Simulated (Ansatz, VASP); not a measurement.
# InCl3: VASP beside Ansatz, part 2 of 2

Aim: how closely do two programs agree when they are given the same cell, functional and k mesh? The cell is generated by rule, not measured, and may not be a known phase. The cell is taken from a series of runs on this material, whose earlier steps may have relaxed, scaled, displaced or heated it; both programs get it as it stands.

VASP 6.6.1 and Ansatz 0.2.0.

So far. Step 3 (Ansatz: single point, PBEsol, pair 1): The run ends at a pressure of -1.13 GPa, with forces up to 0.14 eV/Å.

## (5) VASP: single point, PBEsol, pair 2

Level of this step: PBEsol; plane waves and PAW (In_d, Cl); invented cell (VASP).

A single point takes one fixed geometry, so differences don't come from the geometry; what else differs is listed under the comparison.

INCAR reads:

```
SYSTEM = InCl3
PREC = Accurate
ENCUT = 500
EDIFF = 1E-06
NELM = 120
ISMEAR = 1
SIGMA = 0.2
LREAL = .FALSE.
ALGO = Normal
GGA = PS
NBANDS = 42
LORBIT = 11
LWAVE = .FALSE.
LCHARG = .FALSE.
ISIF = 2
LASPH = .TRUE.
GGA_COMPAT = .FALSE.
KPAR = 2
```

POSCAR reads:

```
InCl3
1.0
    5.0239648185      5.0239648185      0.0000000000
    5.0239648185      0.0000000000      5.0239648185
    5.0239648185      0.0000000000     -5.0239648185
In Cl
2 6
Direct
    0.0000000000      0.0000000000      0.0000000000
    0.0000000000      0.5000000000      0.5000000000
    0.0000000000      0.2500000000      0.2500000000
    0.0000000000      0.7500000000      0.7500000000
    0.5000000000      0.7639332186      0.7360667814
    0.5000000000      0.2360667814      0.2639332186
    0.9721335628      0.2639332186      0.7639332186
    0.0278664372      0.7360667814      0.2360667814
```

KPOINTS reads:

```
Automatic mesh
0
Gamma
8 8 8
0 0 0
```

PAW data sets: In_d and Cl (PBE family, release 64).

Run with:

```sh
> mpirun -np 2 vasp_std
```

Numbers of over 12 decimals in the logs are rounded to 6 here.

What it wrote:

```text
[banner, memory and clock lines left out]
running    2 mpi-ranks, on    1 nodes
[...]
[... a notice as in an earlier step ...]

 LDA part: xc-table for (Slater+PW92), standard interpolation
 POSCAR, INCAR and KPOINTS ok, starting setup
[...]
entering main loop
       N       E                     dE             d eps       ncg     rms          rms(c)
DAV:   1     0.710697206096E+03    0.71070E+03   -0.28814E+04  4956   0.153E+03
DAV:   2     0.872896828543E+02   -0.62341E+03   -0.60162E+03  5890   0.379E+02
DAV:   3    -0.200907017453E+02   -0.10738E+03   -0.10536E+03  5896   0.174E+02
DAV:   4    -0.265442475025E+02   -0.64535E+01   -0.64278E+01  6200   0.490E+01
[...]
DAV:  12    -0.250526825373E+02   -0.42650E-05   -0.22246E-05  7098   0.341E-02    0.158E-02
DAV:  13    -0.250526858479E+02   -0.33107E-05   -0.51504E-06  5784   0.357E-02    0.285E-03
DAV:  14    -0.250526860999E+02   -0.25202E-06   -0.51464E-07  4168   0.859E-03
   1 F= -.25052686E+02 E0= -.25059131E+02  d E =0.193342E-01
```

From OUTCAR (step 5):

```text
  Total       -0.0409060     -0.3126269     -0.3126269      0.0000000      0.0000000     -0.0000000
  in kB       -0.2584212     -1.9750004     -1.9750004      0.0000000      0.0000000     -0.0000000
  external PRESSURE =      -1.4028073 kB  Pullay stress =       0.0000000 kB

 POSITION                                       TOTAL-FORCE (eV/Angst)
 -----------------------------------------------------------------------------------
      0.00000      0.00000      0.00000        -0.000000      0.000000     -0.000000
      5.02396      0.00000      0.00000        -0.000000      0.000000     -0.000000
      2.51198      0.00000      0.00000        -0.000000      0.000000     -0.000000
      7.53595      0.00000      0.00000        -0.000000      0.000000     -0.000000
     10.04793      2.51198      0.14000        -0.000000      0.000000      0.123190
      5.02396      2.51198     -0.14000        -0.000000      0.000000     -0.123190
     10.04793      4.88396     -2.51198         0.000000     -0.123190     -0.000000
      5.02396      0.14000      2.51198        -0.000000      0.123190     -0.000000
 -----------------------------------------------------------------------------------
    total drift:                                0.000000      0.000000     -0.000000

  FREE ENERGIE OF THE ION-ELECTRON SYSTEM (eV)
  ---------------------------------------------------
  free  energy   TOTEN  =       -25.0526860999 eV

  energy  without entropy=      -25.0720202571  energy(sigma->0) =      -25.05913082

[... 3 further parts left out ...]
[key lines of the parts left out:]
E-fermi :  -0.5944
```

The gap is under twice the smearing width, so the edge states are partly filled and the run can't tell a small gap from a semimetal.

## (6) Ansatz: single point, PBEsol, pair 2

The same cell, functional, mesh and smearing now go to Ansatz, which takes its cutoff from its data sets.

The cell is taken from a series of runs on this material, whose earlier steps may have relaxed, scaled, displaced or heated it; both programs get it as it stands.

input.yaml reads:

```yaml
crystal:
  lattice:
    - [5.0239648185, 5.0239648185, 0.0]
    - [5.0239648185, 0.0, 5.0239648185]
    - [5.0239648185, 0.0, -5.0239648185]
  atoms:
    - { symbol: In, position: [0.0, 0.0, 0.0] }
    - { symbol: In, position: [0.0, 0.5, 0.5] }
    - { symbol: Cl, position: [4.838e-07, 0.2499997581, 0.2499997581] }
    - { symbol: Cl, position: [-4.838e-07, 0.7500002419, 0.7500002419] }
    - { symbol: Cl, position: [0.5, 0.7639329767, 0.7360665395] }
    - { symbol: Cl, position: [0.5, 0.2360670233, 0.2639334605] }
    - { symbol: Cl, position: [-0.0278664372, 0.2639332186, 0.7639332186] }
    - { symbol: Cl, position: [0.0278664372, 0.7360667814, 0.2360667814] }
kpoints:
  mp_grid: { grid: [8, 8, 8] }
hamiltonian:
  xc: pbesol
scf:
  occupations: { method: methfessel_paxton, width: 0.2 }
output:
  forces: true
  stress: true
  eigenvalues: true
```

Run with:

```sh
> ansatz run input.yaml --threads 4 --pin off --max-ram 7168MiB --backend cpu --events-out ev --progress --plain --runs-dir out
```

What it wrote:

```text
[...]
k-point 0: bands = [... 30 lower, -0.0560, 0.0021, 0.6218, 0.6218, 0.7182, 5.8847, 5.8847, 5.8930, ... 4 higher]
  k-point 1: bands = [... 30 lower, -0.0446, 0.3795, 0.5670, 0.5828, 0.8275, 5.5617, 6.1113, 6.1206, ... 4 higher]
  k-point 2: bands = [... 30 lower, 0.0100, 0.4067, 0.4507, 0.4925, 1.4284, 4.8572, 6.7182, 6.7367, ... 4 higher]
  k-point 58: bands = [... 30 lower, -0.2181, -0.0614, -0.0614, 0.5865, 3.6080, 5.5031, 6.7297, 6.7297, ... 4 higher]
[key lines of the parts left out:]
SCF converged after 7 iterations
Free energy (F): -17422.772740 eV
Fermi energy:    0.680930 eV
P = ⅓ Tr σ = -0.0993 GPa (-0.993 kbar)
```

The run ends at a pressure of -0.10 GPa, with forces up to 0.12 eV/Å.

## (7) Differences

Compared:

```csv
quantity,Ansatz,VASP,difference
pressure (GPa),-0.10,-0.14,+0.04
```

Forces (eV/Å; atoms numbered as in POSCAR):

```csv
atom,"Ansatz x, y, z","VASP x, y, z"
In1,"0.000, 0.000, 0.000","0.000, 0.000, 0.000"
In2,"0.000, 0.000, 0.000","0.000, 0.000, 0.000"
Cl3,"0.000, 0.000, 0.000","0.000, 0.000, 0.000"
Cl4,"0.000, 0.000, 0.000","0.000, 0.000, 0.000"
Cl5,"0.000, 0.000, 0.123","0.000, 0.000, 0.123"
Cl6,"0.000, 0.000, -0.123","0.000, 0.000, -0.123"
Cl7,"0.000, -0.123, 0.000","0.000, -0.123, 0.000"
Cl8,"0.000, 0.123, 0.000","0.000, 0.123, 0.000"
```

The forces differ by 0.1 meV/Å r.m.s., which is 0.2 % of the r.m.s. force of 0.050 eV/Å (both taken over all components).

## (8) Ansatz: single point, PBEsol, pair 3

With cell and atoms fixed, the geometry can't cause a difference; cores, projectors, grids and the points listed under the comparison can.

The cell is taken from a series of runs on this material, whose earlier steps may have relaxed, scaled, displaced or heated it; both programs get it as it stands.

input.yaml, the sections that differ from step 6:

```yaml
crystal:
  lattice:
    - [5.0239648185, 5.0239648185, 0.0]
    - [5.0239648185, 0.0, 5.0239648185]
    - [5.0239648185, 0.0, -5.0239648185]
  atoms:
    - { symbol: In, position: [0.0, 0.0, 0.0] }
    - { symbol: In, position: [0.0, 0.5, 0.5] }
    - { symbol: Cl, position: [1.555e-06, 0.2499992225, 0.2499992225] }
    - { symbol: Cl, position: [-1.555e-06, 0.7500007775, 0.7500007775] }
    - { symbol: Cl, position: [0.5, 0.794784568, 0.7052138771] }
    - { symbol: Cl, position: [0.5, 0.205215432, 0.2947861229] }
    - { symbol: Cl, position: [-0.0895706909, 0.2947853455, 0.7947853455] }
    - { symbol: Cl, position: [0.0895706909, 0.7052146545, 0.2052146545] }
# kpoints, hamiltonian, scf, output: as in step 6
```

What it wrote:

```text
[...]
Crystal: 8 atoms, lattice volume = 253.612 Å³
Basis set: ecut = 420 eV, 4957 PW (Γ), exchange–correlation on 96×96×96 points (8 copies of the dense FFT grid, shifted against one another)
Bands: 42, of which v1, the nominal top of the filled ones, is band 34 counted from 1 (33 counted from 0)
Symmetry: 16 space group operations
[...]
k-point 0: bands = [... 30 lower, -0.0072, -0.0072, 0.6109, 0.6109, 1.0842, 5.9511, 5.9511, 6.0139, ... 3 higher]
  k-point 1: bands = [... 30 lower, -0.0047, 0.0299, 0.5631, 0.5772, 1.2292, 5.5681, 6.1316, 6.2022, ... 3 higher]
  k-point 2: bands = [... 30 lower, 0.0339, 0.1066, 0.4580, 0.4866, 1.6690, 4.8171, 6.6283, 6.7695, ... 3 higher]
  k-point 58: bands = [... 30 lower, -0.1387, -0.0010, -0.0010, 0.3655, 3.7385, 5.0842, 6.6388, 6.6388, ... 3 higher]
[key lines of the parts left out:]
SCF converged after 6 iterations
Free energy (F): -17422.972918 eV
Fermi energy:    0.682847 eV
P = ⅓ Tr σ = -1.1251 GPa (-11.251 kbar)
```

The run ends at a pressure of -1.13 GPa, with forces up to 0.14 eV/Å.

## (9) VASP: single point, PBEsol, pair 3

The same cell, functional, mesh and smearing now go to VASP, with its own data sets.

INCAR: that of step 5 with these lines changed.

```diff
@@ -17,2 +17,3 @@
 GGA_COMPAT = .FALSE.
+EFERMI = MIDGAP
 KPAR = 2
```

POSCAR reads:

```
InCl3
1.0
    5.0239648185      5.0239648185      0.0000000000
    5.0239648185      0.0000000000      5.0239648185
    5.0239648185      0.0000000000     -5.0239648185
In Cl
2 6
Direct
    0.0000000000      0.0000000000      0.0000000000
    0.0000000000      0.5000000000      0.5000000000
    0.0000000000      0.2500000000      0.2500000000
    0.0000000000      0.7500000000      0.7500000000
    0.5000000000      0.7947853454      0.7052146546
    0.5000000000      0.2052146546      0.2947853454
    0.9104293091      0.2947853454      0.7947853454
    0.0895706909      0.7052146546      0.2052146546
```

KPOINTS is that of step 5.

Run with:

```sh
> mpirun -np 2 vasp_std
```

What it wrote:

```text
[... set-up lines as in an earlier step ...]
 entering main loop
       N       E                     dE             d eps       ncg     rms          rms(c)
DAV:   1     0.707012737716E+03    0.70701E+03   -0.28804E+04  4956   0.153E+03
DAV:   2     0.857857477532E+02   -0.62123E+03   -0.59949E+03  5900   0.378E+02
DAV:   3    -0.206554015602E+02   -0.10644E+03   -0.10431E+03  5886   0.173E+02
DAV:   4    -0.267525845255E+02   -0.60972E+01   -0.60623E+01  6216   0.476E+01
[...]
DAV:  12    -0.252530379893E+02   -0.10445E-04   -0.39809E-05  6768   0.371E-02    0.169E-02
DAV:  13    -0.252530427467E+02   -0.47574E-05   -0.55082E-06  5998   0.229E-02    0.511E-03
DAV:  14    -0.252530433789E+02   -0.63216E-06   -0.46978E-07  3996   0.587E-03
   1 F= -.25253043E+02 E0= -.25258131E+02  d E =0.152629E-01
```

From OUTCAR (step 9):

```text
  Total       -0.2590511     -2.6577297     -2.6577297      0.0000000      0.0000000     -0.0000000
  in kB       -1.6365384    -16.7900363    -16.7900363      0.0000000      0.0000000     -0.0000000
  external PRESSURE =     -11.7388703 kB  Pullay stress =       0.0000000 kB

 POSITION                                       TOTAL-FORCE (eV/Angst)
 -----------------------------------------------------------------------------------
      0.00000      0.00000      0.00000         0.000000      0.000000      0.000000
      5.02396      0.00000      0.00000         0.000000      0.000000      0.000000
      2.51198      0.00000      0.00000         0.000000      0.000000     -0.000000
      7.53595      0.00000      0.00000        -0.000000      0.000000      0.000000
     10.04793      2.51198      0.45000         0.000000     -0.000000      0.143069
      5.02396      2.51198     -0.45000         0.000000      0.000000     -0.143069
     10.04793      4.57396     -2.51198         0.000000     -0.143069      0.000000
      5.02396      0.45000      2.51198         0.000000      0.143069      0.000000
 -----------------------------------------------------------------------------------
    total drift:                               -0.000000     -0.000000     -0.000000

  FREE ENERGIE OF THE ION-ELECTRON SYSTEM (eV)
  ---------------------------------------------------
  free  energy   TOTEN  =       -25.2530433789 eV

  energy  without entropy=      -25.2683062881  energy(sigma->0) =      -25.25813102

[... 2 parts as in an earlier step ...]

[... 1 further part left out ...]
[key lines of the parts left out:]
E-fermi :  -0.5938
```

The run ends at a pressure of -1.17 GPa, with forces up to 0.14 eV/Å.

## (10) Comparison

Compared:

```csv
quantity,Ansatz,VASP,difference
pressure (GPa),-1.13,-1.17,+0.05
gap on the k mesh (eV),0.472,0.481,-0.010
```

Forces (eV/Å; atoms numbered as in POSCAR):

```csv
atom,"Ansatz x, y, z","VASP x, y, z"
In1,"0.000, 0.000, 0.000","0.000, 0.000, 0.000"
In2,"0.000, 0.000, 0.000","0.000, 0.000, 0.000"
Cl3,"0.000, 0.000, 0.000","0.000, 0.000, 0.000"
Cl4,"0.000, 0.000, 0.000","0.000, 0.000, 0.000"
Cl5,"0.000, 0.000, 0.143","0.000, 0.000, 0.143"
Cl6,"0.000, 0.000, -0.143","0.000, 0.000, -0.143"
Cl7,"0.000, -0.143, 0.000","0.000, -0.143, 0.000"
Cl8,"0.000, 0.143, 0.000","0.000, 0.143, 0.000"
```

The forces differ by 0.2 meV/Å r.m.s., which is 0.3 % of the r.m.s. force of 0.058 eV/Å (both taken over all components). A gap on the mesh is an upper bound, since the band edges may lie between its points.

## (11) What came out

* r.m.s. force difference (single point, PBEsol, pair 1): 0.14 meV/Å
* difference in pressure (single point, PBEsol, pair 2): 0.041 GPa
* r.m.s. force difference (single point, PBEsol, pair 3): 0.2 meV/Å

The difference in pressure is 0.041 GPa (single point, PBEsol, pair 2), within the 1 GPa picked in this series as the mark of a large difference. 5 further pairs of this series are not shown here. Such differences can come from data sets, numerical settings and the points named under the comparisons, not from the functional's error against experiment.

[Lines on the potential files, build, host, timing and source positions are cut from VASP's logs without a mark.]

[Logs are printed without paths, hosts, clocks, repeated set-up lines and the standing remarks that a program may print on its own settings, such as how far it seeks lower states.]

[Hosts, paths, dates, database ids (printed as entryN), source tags and the programs' standing remarks are cut or masked in the printed files.]
